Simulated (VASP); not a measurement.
Consider the following.

```
CELL_PARAMETERS angstrom
      5.34265     0.00000     0.00000
      0.00000     5.34265     0.00000
      0.00000     0.00000     5.34265
ATOMIC_POSITIONS crystal
  Pr 0.00000 0.00000 0.00000
  Cl 0.50000 0.00000 0.00000
  Cl 0.00000 0.00000 0.50000
  Cl 0.00000 0.50000 0.00000
```

Computed with PBE GGA, VASP's PBE PAW potentials (set 64) (plane waves; VASP). Run with 400 eV cut-off, 4×4×4 Γ-centred mesh, Gaussian smearing of 0.050 eV, potentials Pr_3 Cl.

The 4f electrons are frozen in the core of the lanthanide potential, so 4f levels, which can set the real gap, and their magnetism are missing.

Question: Give the stress tensor in GPa (positive for a compressed cell).

Answer: 
```
4.30  0.00  0.00
0.00  4.30  0.00
0.00  0.00  4.30
```
The pressure is its mean diagonal, 4.30 GPa.

The structure was generated: PrCl3 was put into the ReO3 type (Pm-3m), which need not be its known phase. The cell was not relaxed at this level.
